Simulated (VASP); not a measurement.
Input:

```
CELL_PARAMETERS angstrom
      4.58043     0.00000     0.00000
      0.00000     4.58043     0.00000
      0.00000     0.00000     4.58043
ATOMIC_POSITIONS crystal
  Cs 0.00000 0.00000 0.00000
  I  0.50000 0.50000 0.50000
```

These are PBE GGA with D4 dispersion, VASP's PBE PAW potentials (set 64) (plane waves; VASP) values and carry that method's errors. Run with 520 eV cut-off, Gaussian smearing of 0.050 eV, potentials Cs_sv I.

Unless said otherwise, spin-orbit coupling is left out, though it shifts the bands of the heavy elements here.

Question: Give the energies of bands 6 to 11 at the high-symmetry points, in eV from the valence-band maximum.

Answer: 
```
band      Γ      X      M      R
----  -----  -----  -----  -----
6     -0.09  -1.54  -0.85  -1.29
7     -0.09  -0.24  -0.85  -1.29
8     -0.09  -0.24   0.00  -1.29
9      3.85   5.20   4.25   7.15
10     4.19   6.45   4.92   7.15
11     4.19   6.69   6.10   7.15
```

The gap is indirect, 3.85 eV, from the valence maximum at M to the conduction minimum at Γ.

Measured: gap 6.20 eV (computed value off by -2.35 eV), as given by Aguado et al., (1998), arXiv:cond-mat/9809176.

The compound is CsI in the CsCl type structure. It was relaxed first.
